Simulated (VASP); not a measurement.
Runs of VASP 6.6.1 on PmTe. The structure is cubic, space group Pm-3m (No. 221). Conventional cell: a = 3.763 Å, b = 3.763 Å, c = 3.763 Å, α = 90.00°, β = 90.00°, γ = 90.00°. Pm (site symmetry m-3m) has 8 Te at 3.26 Å as nearest neighbours. Around Te (site symmetry m-3m) lie 8 Pm at 3.26 Å. The cell comes from a database or a generator and needn't be the stable form of this composition.

| spin | U | fixed moment (μB) | gap on the mesh (eV) | pressure (GPa) | moment (μB) |
| --- | --- | --- | --- | --- | --- |
| collinear, ferromagnetic start | Pm f U = 2 eV | 1 | - | (a) | 1.00 |
| collinear, zero start | Pm f U = 3 eV | - | none | -0.5 | 0.00 |
| collinear, ferromagnetic start | Pm f U = 3 eV | 3 | - | 0.4 | 3.00 |
| collinear, ferromagnetic start | Pm f U = 2 eV | - | none | 3.0 | 4.87 |
| collinear, random start | Pm f U = 3 eV | - | - | (b) | 4.87 |

Alike in all rows: task single point; level LDA+U; potentials or basis VASP PAW PBE potentials, release 64 (Pm, Te); cell as given; k mesh 5 × 5 × 5; cutoff (eV) 520; smearing gaussian 0.05 eV.

Q: Fill in the values left out.

A: (a) 1.2; (b) 3.9.

Caveats: the magnetic or orbital state may not be the lowest; the PAW data sets were made with another functional, which shifts forces and pressure a little; spin-orbit coupling is left out, which moves the levels of the heavy elements; the U is typed as a test and isn't derived for this compound; the total moment is fixed, so each spin has its own Fermi level (some runs); the moment is held away from its start (some runs); the bands computed are all filled at some k points, so no gap is given (some runs).

A k mesh can miss the band edges, and the runs leave out spin-orbit coupling on Pm, Te.

A gap of «none» marks a metal or a gap under the smearing width.
